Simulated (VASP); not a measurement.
Given:

```yaml
crystal:
  lattice:
    - [4.71220, 2.72059, 1.88437]
    - [-4.71220, 2.72059, 1.88437]
    - [0.00000, -5.44118, 1.88437]
  atoms:
    - { symbol: Si, position: [0.01625, 0.71436, 0.51792] }
    - { symbol: Si, position: [0.98375, 0.28564, 0.48208] }
    - { symbol: Si, position: [0.51792, 0.01625, 0.71436] }
    - { symbol: Si, position: [0.48208, 0.98375, 0.28564] }
    - { symbol: Si, position: [0.71436, 0.51792, 0.01625] }
    - { symbol: Si, position: [0.28564, 0.48208, 0.98375] }
    - { symbol: Si, position: [0.71303, 0.71303, 0.71303] }
    - { symbol: Si, position: [0.28697, 0.28697, 0.28697] }
```

Computed with r2SCAN meta-GGA, VASP's PBE PAW potentials (set 64) (plane waves; VASP 6.6.1). Numerical set-up: 400 eV cut-off, 6×6×6 Γ-centred mesh, tetrahedra with Blöchl corrections, potentials Si.

The cores are frozen, which limits the accuracy of field gradients.

Task: Give the principal components of the electric field gradient (V/Å²) and the asymmetry η at each nucleus.

Result: 
```tsv
atom	Vxx	Vyy	Vzz	η
Si1	-10.1	-3.6	13.7	0.47
Si2	-10.1	-3.6	13.7	0.47
Si3	-10.1	-3.6	13.7	0.47
Si4	-10.1	-3.6	13.7	0.47
Si5	-10.1	-3.6	13.7	0.47
Si6	-10.1	-3.6	13.7	0.47
Si7	-2.1	-2.1	4.3	0.00
Si8	-2.1	-2.1	4.3	0.00
```

The structure comes from a computed database's Si entry (R-3); how it stands against other phases isn't given here. It was relaxed first.
